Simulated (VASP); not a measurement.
The input files of a VASP run:

### KPOINTS
```
Automatic mesh
0
Gamma
7 7 7
0 0 0
```

POSCAR:
```
HgTe
1
    3.5100000000     0.0000000000     0.0000000000
    0.0000000000     3.5100000000     0.0000000000
    0.0000000000     0.0000000000     3.5100000000
Hg Te
1 1
Direct
  0.0000000000   0.0000000000   0.0000000000
  0.5000000000   0.5000000000   0.5000000000
```

INCAR:
```
! general
SYSTEM =HgTe
PREC   =Accurate
ENCUT  =400
LREAL  =.FALSE.   ! projection in real space or not
LASPH  =.TRUE.   ! aspherical one-centre terms

! electronic loop
EDIFF  =1E-6
NELM   =100
ALGO   =Normal   ! blocked Davidson
LMAXMIX=6   ! l cut-off of mixed one-centre charges

! smearing
ISMEAR =0
SIGMA  =0.05   ! width (eV)

! functional
GGA    =PS

! ions
IBRION =2
NSW    =60   ! most ionic steps
ISIF   =3
EDIFFG =-0.01

! output
LWAVE  =.FALSE.
LCHARG =.FALSE.
```

POTCAR, in this order: Hg Te (PBE.64 set). Program: vasp_std.

Task: Translate this PBEsol calculation to Ansatz.

Result: One equivalent input (not run):
Ansatz 0.2 input:
```yaml
crystal:
  lattice:
    - [3.5100000, 0.0000000, 0.0000000]
    - [0.0000000, 3.5100000, 0.0000000]
    - [0.0000000, 0.0000000, 3.5100000]
  atoms:
    - { symbol: Hg, position: [0.0000000, 0.0000000, 0.0000000] }
    - { symbol: Te, position: [0.5000000, 0.5000000, 0.5000000] }
kpoints:
  mp_grid: { grid: [7, 7, 7] }
hamiltonian:
  xc: pbesol
  pseudopotentials: { kind: paw }
scf:
  occupations: { method: gaussian, width: 0.05 }
  max_iter: 100
relax:
  max_steps: 60
  f_tol: 0.01
  cell: {}
output: { forces: true, stress: true, eigenvalues: true }
```
What does not carry over: each code has its own PAW files, so the cut-off isn't converted (ENCUT is set for VASP's; basis.ecutwfc is left out, and Ansatz then takes the one that its files recommend); Ansatz stops its SCF on the density residual and VASP on the energy change (EDIFF).

The structure was generated: HgTe was put into the CsCl type type (Pm-3m), which need not be its known phase. This run relaxes it. Symmetry was kept, so distortions that lower it aren't found.
